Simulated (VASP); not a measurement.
Computed with r2SCAN meta-GGA, VASP's PBE PAW potentials (set 64) (plane waves; VASP).

Input for VASP

### KPOINTS
```
Regular mesh
0
gamma
10 10 10
0 0 0
```

**INCAR**
```
ENCUT = 400
NELM = 100   ! most electronic steps
PREC = Accurate
LWAVE = .FALSE.
LOPTICS = .TRUE.
EDIFF = 1E-7
LASPH = .TRUE.
LREAL = .FALSE.   ! projection in real space or not
CSHIFT = 0.1
NBANDS = 24
SYSTEM = MgS
METAGGA = R2SCAN
ISMEAR = 0
SIGMA = 0.01   ! width (eV)
LCHARG = .FALSE.
LMIXTAU = .TRUE.
LPEAD = .TRUE.
NEDOS = 1001
ALGO = Normal   ! blocked Davidson
```

**POSCAR**
```
MgS
1
    0.0000000000     2.8265272394     2.8265272394
    2.8265272394     0.0000000000     2.8265272394
    2.8265272394     2.8265272394    -0.0000000000
S Mg
1 1
Direct
  0.2500000000   0.2500000000   0.2500000000
  0.0000000000   0.0000000000   0.0000000000
```

POTCAR, in this order: S Mg (PBE.64 set). Program: vasp_std.

What VASP printed:

File OSZICAR:
```
       N       E                     dE             d eps       ncg     rms          rms(c)
DAV:   1     0.115945381611E+02    0.11595E+02   -0.26491E+03  2376   0.218E+02
DAV:   2    -0.162238083391E+02   -0.27818E+02   -0.26602E+02  2904   0.615E+01
DAV:   3    -0.172216021863E+02   -0.99779E+00   -0.99421E+00  2872   0.108E+01
DAV:   4    -0.172271182851E+02   -0.55161E-02   -0.55159E-02  2632   0.846E-01
DAV:   5    -0.172271715357E+02   -0.53251E-04   -0.53250E-04  2944   0.828E-02    0.420E+00
DAV:   6    -0.154614478176E+02    0.17657E+01   -0.68528E-01  2640   0.270E+00    0.437E+00
DAV:   7    -0.153757097769E+02    0.85738E-01   -0.37436E-01  2424   0.155E+00    0.220E+00
DAV:   8    -0.155965591666E+02   -0.22085E+00   -0.17407E-01  2272   0.166E+00    0.131E+00
DAV:   9    -0.154481593289E+02    0.14840E+00   -0.22046E-02  2368   0.627E-01    0.349E-01
DAV:  10    -0.154487016401E+02   -0.54231E-03   -0.73944E-04  2920   0.111E-01    0.359E-01
DAV:  11    -0.154106477624E+02    0.38054E-01   -0.93324E-03  2256   0.393E-01    0.326E-01
DAV:  12    -0.153945723415E+02    0.16075E-01   -0.46219E-03  2616   0.237E-01    0.356E-01
DAV:  13    -0.154501298815E+02   -0.55558E-01   -0.17506E-02  2256   0.530E-01    0.394E-01
DAV:  14    -0.154501544375E+02   -0.24556E-04   -0.22125E-04  2856   0.597E-02    0.437E-01
DAV:  15    -0.154500841798E+02    0.70258E-04   -0.11139E-04  2400   0.457E-02    0.422E-01
DAV:  16    -0.154502482428E+02   -0.16406E-03   -0.15288E-04  2336   0.571E-02    0.266E-01
DAV:  17    -0.154502255335E+02    0.22709E-04   -0.33383E-05  2536   0.245E-02    0.188E-01
DAV:  18    -0.154502570572E+02   -0.31524E-04   -0.43315E-06  2624   0.998E-03    0.168E-01
DAV:  19    -0.154502301022E+02    0.26955E-04   -0.21552E-06  2512   0.665E-03    0.155E-01
DAV:  20    -0.154502646018E+02   -0.34500E-04   -0.42752E-06  2368   0.990E-03    0.761E-02
DAV:  21    -0.154502475824E+02    0.17019E-04   -0.89812E-07  2328   0.483E-03    0.633E-02
DAV:  22    -0.154502560167E+02   -0.84343E-05   -0.16009E-06  2288   0.506E-03    0.309E-02
DAV:  23    -0.154502417050E+02    0.14312E-04   -0.15241E-06  2304   0.548E-03    0.121E-02
DAV:  24    -0.154502427348E+02   -0.10298E-05   -0.23336E-07  2424   0.224E-03    0.467E-03
DAV:  25    -0.154502397765E+02    0.29583E-05   -0.41449E-08  2712   0.974E-04    0.258E-03
DAV:  26    -0.154502402108E+02   -0.43428E-06   -0.74470E-09  2192   0.379E-04    0.252E-04
DAV:  27    -0.154502385278E+02    0.16830E-05   -0.64647E-09  1952   0.361E-04    0.159E-04
DAV:  28    -0.154502394587E+02   -0.93089E-06   -0.11159E-09  1224   0.135E-04    0.177E-04
DAV:  29    -0.154502391117E+02    0.34700E-06   -0.20872E-10  1200   0.647E-05    0.195E-04
DAV:  30    -0.154502393989E+02   -0.28728E-06   -0.11487E-10  1184   0.525E-05    0.562E-05
DAV:  31    -0.154502393501E+02    0.48817E-07   -0.99581E-12  1176   0.114E-05
   1 F= -.15450239E+02 E0= -.15450239E+02  d E =-.233758E-13
 imaginary and real dielectric function
```

File OUTCAR:
```
------------------------ aborting loop because EDIFF is reached ----------------------------------------
  FORCE on cell =-STRESS in cart. coord.  units (eV):
  Direction    XX          YY          ZZ          XY          YZ          ZX
  --------------------------------------------------------------------------------------
  Total        0.0010139      0.0010139      0.0010139      0.0000000      0.0000000     -0.0000000
  in kB        0.0359691      0.0359691      0.0359691      0.0000000      0.0000000     -0.0000000
  external PRESSURE =       0.0359691 kB  Pullay stress =       0.0000000 kB
  volume of cell :       45.16
      direct lattice vectors                 reciprocal lattice vectors
     0.000000000  2.826527239  2.826527239    -0.176895518  0.176895518  0.176895518
     2.826527239  0.000000000  2.826527239     0.176895518 -0.176895518  0.176895518
     2.826527239  2.826527239  0.000000000     0.176895518  0.176895518 -0.176895518
 POSITION                                       TOTAL-FORCE (eV/Angst)
 -----------------------------------------------------------------------------------
      1.41326      1.41326      1.41326        -0.000000     -0.000000      0.000000
      0.00000      0.00000      0.00000         0.000000      0.000000     -0.000000
 -----------------------------------------------------------------------------------
    total drift:                               -0.000002     -0.000002     -0.000001
  FREE ENERGIE OF THE ION-ELECTRON SYSTEM (eV)
  ---------------------------------------------------
  free  energy   TOTEN  =       -15.4502393501 eV

  energy  without entropy=      -15.4502393501  energy(sigma->0) =      -15.45023935

 plasma frequency squared (from intraband transitions) (eV^2)
  --------------------------------------------------------------------------------------
       0.000       0.000       0.000
       0.000       0.000       0.000
       0.000       0.000       0.000

 plasma frequency squared (from interband transitions, int dw w eps(2)(w)) (eV^2)
  --------------------------------------------------------------------------------------
     228.305       0.000       0.000       0.000      -0.000       0.000
       0.000      -0.000     228.305       0.000       0.000       0.000
      -0.000      -0.000       0.000      -0.000     228.305       0.000
```
(Selected blocks of OUTCAR.)

The structure was generated: MgS was put into the zincblende type (F-43m), which need not be its known phase. It was relaxed first.
